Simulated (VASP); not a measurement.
```
CELL_PARAMETERS angstrom
     -2.93382     2.93382     2.34081
      2.93382    -2.93382     2.34081
      2.93382     2.93382    -2.34081
ATOMIC_POSITIONS crystal
  Al 0.84139 0.65861 0.50000
  Al 0.15861 0.34139 0.50000
  Al 0.65861 0.15861 0.81722
  Al 0.34139 0.84139 0.18278
  Cu 0.25000 0.25000 0.00000
  Cu 0.75000 0.75000 0.00000
```

Calculation: PBE GGA, VASP's PBE PAW potentials (set 64) (plane waves; VASP 6.6.1). Numerical set-up: 300 eV cut-off, 7×7×7 Γ-centred mesh, Gaussian smearing of 0.20 eV, potentials Al Cu.

At this cut-off the stress carries a Pulay error, which pulls relaxed volumes low.

Give the force on each atom (eV/Å).

```
atom      Fx      Fy     Fz
----  ------  ------  -----
Al1   -0.100   0.100  0.000
Al2    0.100  -0.100  0.000
Al3   -0.100  -0.100  0.000
Al4    0.100   0.100  0.000
Cu5    0.000   0.000  0.000
Cu6    0.000   0.000  0.000
```

Give the stress tensor in GPa (positive for a compressed cell).

```
11.24   0.00   0.00
 0.00  11.24   0.00
 0.00   0.00  14.50
```
The pressure is its mean diagonal, 12.32 GPa.

The structure comes from a computed database's Al2Cu entry; how it stands against other phases isn't given here. The cell was not relaxed at this level.
